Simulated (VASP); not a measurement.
Data:

```xyz
6
Lattice="3.0516 0.0000 0.0000 0.0000 3.0516 0.0000 0.0000 0.0000 7.7207" Properties=species:S:1:pos:R:3 pbc="T T T"
Ta     0.0000     1.5258     5.1247
Ta     1.5258     3.0516     2.5961
Mo     1.5258     3.0516     6.9733
Mo     3.0516     1.5258     0.7475
N      0.0000     1.5258     2.8947
N      1.5258     3.0516     4.8261
```

The numbers are results of LDA (Ceperley-Alder, Perdew-Zunger), VASP's LDA PAW potentials (set 64) (plane waves; VASP 6.6.1), not measurements. Run with 520 eV cut-off, 11×11×5 Γ-centred mesh, tetrahedra with Blöchl corrections, potentials Ta_pv Mo_sv N.

Unless said otherwise, spin-orbit coupling is left out, though it shifts the bands of the heavy elements here.

**Question.** Estimate the energy per atom (σ→0), band gap (on the k-mesh) with the smallest direct gap where there is one.

**Answer.** 
| Property | Value |
|---|---|
| band gap (on the k-mesh) | none (metal, semimetal or under 0.01 eV) |
| energy per atom (σ→0) | -12.286 eV/atom |

Only differences to runs with the same potentials and settings are physical.

The structure comes from a computed database's TaMoN entry (P4/nmm); how it stands against other phases isn't given here. It was relaxed first.
